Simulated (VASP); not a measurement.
Calculation: LDA (Ceperley-Alder, Perdew-Zunger), VASP's LDA PAW potentials (set 64) (plane waves; VASP).

Input for VASP

POSCAR:
```
CdSe
1
    2.1302200000    -3.6896490000     0.0000000000
    2.1302200000     3.6896490000     0.0000000000
    0.0000000000     0.0000000000     6.9455080000
Cd Se
2 2
Direct
  0.6666670000   0.3333330000   0.5000000000
  0.3333330000   0.6666670000   0.0000000000
  0.6666670000   0.3333330000   0.8760000000
  0.3333330000   0.6666670000   0.3760000000
```

INCAR:
```
LCHARG=F
ENCUT=300
EDIFF=1E-6   # SCF stop (eV)
LREAL=F
SIGMA=0.01   # width (eV)
LASPH=T   # aspherical one-centre terms
LWAVE=F
ISIF=2
NELM=100   # most electronic steps
SYSTEM=CdSe
ALGO=Normal
ISMEAR=-1   # Fermi-Dirac
PREC=Accurate
LMAXMIX=4   # l cut-off of mixed one-centre charges
```

**KPOINTS**
```
kpoints
0
Gamma
5 5 3
0 0 0
```

POTCAR, in this order: Cd Se (LDA.64 set). Program: vasp_std.

The run wrote:

File OSZICAR:
```
       N       E                     dE             d eps       ncg     rms          rms(c)
DAV:   1     0.167627849559E+03    0.16763E+03   -0.13119E+04   456   0.960E+02
DAV:   2    -0.634011726745E+01   -0.17397E+03   -0.17084E+03   494   0.280E+02
DAV:   3    -0.141897621558E+02   -0.78496E+01   -0.78286E+01   518   0.607E+01
DAV:   4    -0.142483069103E+02   -0.58545E-01   -0.58532E-01   494   0.499E+00
DAV:   5    -0.142488440989E+02   -0.53719E-03   -0.53715E-03   536   0.440E-01    0.101E+01
DAV:   6    -0.135558167168E+02    0.69303E+00   -0.15403E+00   524   0.127E+01    0.760E+00
DAV:   7    -0.135063154539E+02    0.49501E-01   -0.60529E-01   494   0.432E+00    0.238E+00
DAV:   8    -0.134952242620E+02    0.11091E-01   -0.91185E-02   464   0.310E+00    0.380E-01
DAV:   9    -0.134945876444E+02    0.63662E-03   -0.10783E-02   488   0.130E+00    0.120E-01
DAV:  10    -0.134944410922E+02    0.14655E-03   -0.74065E-04   542   0.349E-01    0.454E-02
DAV:  11    -0.134944581010E+02   -0.17009E-04   -0.10172E-04   464   0.746E-02    0.124E-02
DAV:  12    -0.134944555427E+02    0.25582E-05   -0.40245E-05   562   0.676E-02    0.829E-03
DAV:  13    -0.134944548945E+02    0.64821E-06   -0.54527E-06   416   0.265E-02
   1 F= -.13494455E+02 E0= -.13494455E+02  d E =-.161274E-11
```

### OUTCAR
```
------------------------ aborting loop because EDIFF is reached ----------------------------------------
  FORCE on cell =-STRESS in cart. coord.  units (eV):
  Direction    XX          YY          ZZ          XY          YZ          ZX
  --------------------------------------------------------------------------------------
  Total        0.0651623      0.0651623      0.0678320      0.0000000      0.0000000      0.0000000
  in kB        0.9562330      0.9562328      0.9954098      0.0000000      0.0000000      0.0000000
  external PRESSURE =       0.9692918 kB  Pullay stress =       0.0000000 kB
  volume of cell :      109.18
      direct lattice vectors                 reciprocal lattice vectors
     2.130220000 -3.689649000  0.000000000     0.234717541 -0.135514245  0.000000000
     2.130220000  3.689649000  0.000000000     0.234717541  0.135514245  0.000000000
     0.000000000  0.000000000  6.945508000     0.000000000  0.000000000  0.143977949
  FREE ENERGIE OF THE ION-ELECTRON SYSTEM (eV)
  ---------------------------------------------------
  free  energy   TOTEN  =       -13.4944548945 eV

  energy  without entropy=      -13.4944548945  energy(sigma->0) =      -13.49445489
```
(Selected blocks of OUTCAR.)

At this cut-off the stress carries a Pulay error, which pulls relaxed volumes low.

The structure is a typed CdSe crystal (P6_3mc). The cell was not relaxed at this level. The run is one of a series of settings (GGA removed, POTCAR Cd Se (LDA.64 set) against the base run), some of them coarse on purpose.
